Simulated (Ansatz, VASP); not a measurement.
## Two plane-wave programs on ReSb2

The input INCAR:

```
SYSTEM = ReSb2
PREC = Accurate
ENCUT = 520
EDIFF = 1E-8
ISMEAR = -1
SIGMA = 0.05
LREAL = .False.
LASPH = .True.
NELM = 100
ALGO = Normal
ISIF = 2
LWAVE = .False.
LCHARG = .False.
GGA = PE
LEFG = .True.
NBANDS = 16
```

File KPOINTS:

```
regular mesh
0
Gamma
  9 9 9
  0 0 0
```

File POSCAR:

```
ReSb2
1.0
    0.0000000000      3.2511082968      3.2511082968
    3.2511082968      0.0000000000      3.2511082968
    3.2511082968      3.2511082968      0.0000000000
Re Sb
1 2
Direct
    0.0000000000      0.0000000000      0.0000000000
    0.2500000000      0.2500000000      0.2500000000
    0.7500000000      0.7500000000      0.7500000000
```

Input for Ansatz:

```yaml
crystal:
  lattice:
    - [0.0, 3.2511082968, 3.2511082968]
    - [3.2511082968, 0.0, 3.2511082968]
    - [3.2511082968, 3.2511082968, 0.0]
  atoms:
    - { symbol: Re, position: [0.0, 0.0, 0.0] }
    - { symbol: Sb, position: [0.25, 0.25, 0.25] }
    - { symbol: Sb, position: [0.75, 0.75, 0.75] }
kpoints:
  mp_grid: { grid: [9, 9, 9] }
  band_path:
    path:
      - [0.0, 0.0, 0.0]
      - [0.5, 0.0, 0.5]
      - [0.625, 0.25, 0.625]
      - [0.375, 0.375, 0.75]
      - [0.0, 0.0, 0.0]
      - [0.5, 0.5, 0.5]
      - [0.5, 0.25, 0.75]
      - [0.5, 0.0, 0.5]
    npoints: 14
scf:
  occupations: { method: fermi_dirac, width: 0.05 }
hamiltonian:
  xc: pbe
  pseudopotentials: { kind: paw }
output:
  forces: true
  stress: true
  eigenvalues: true
  efg: { contact_densities: true }
  populations: true
  bader: true
  dos: { projected: true, de: 0.2, e_range: [-14, 8] }
  write_density: true
  write_potential: true
  elf: true
  volumetric_format: npy
```

Alike in both runs: task electric field gradients; functional PBE; k mesh 9 × 9 × 9; occupations fermi-dirac, width 0.05 eV; no spin polarisation.

|  | VASP | Ansatz |
| --- | --- | --- |
| version | VASP 6.6.1 | Ansatz 0.2.0 |
| potentials or method | VASP PAW PBE potentials, release 64 (Re, Sb) | PAW with Ansatz's default frozen-core files, scalar-relativistic |
| plane-wave cutoff (eV) | 520 | 420 |
| valence electrons in the cell | 17 | 45 |

Ansatz gave:

- pressure (GPa): 0.0
- Vzz of the field gradient on the site that differs most (V/Å²): 0.0

Task: Estimate VASP's values.

Result: Pressure (GPa): -0.2; Vzz of the field gradient on the site that differs most (V/Å²): 0.0.

The two sets of potentials don't hold the same shells in valence. Ansatz warned: «gradients_without_spin_orbit».

Spin-orbit coupling is left out, which matters for the levels of Re, Sb.
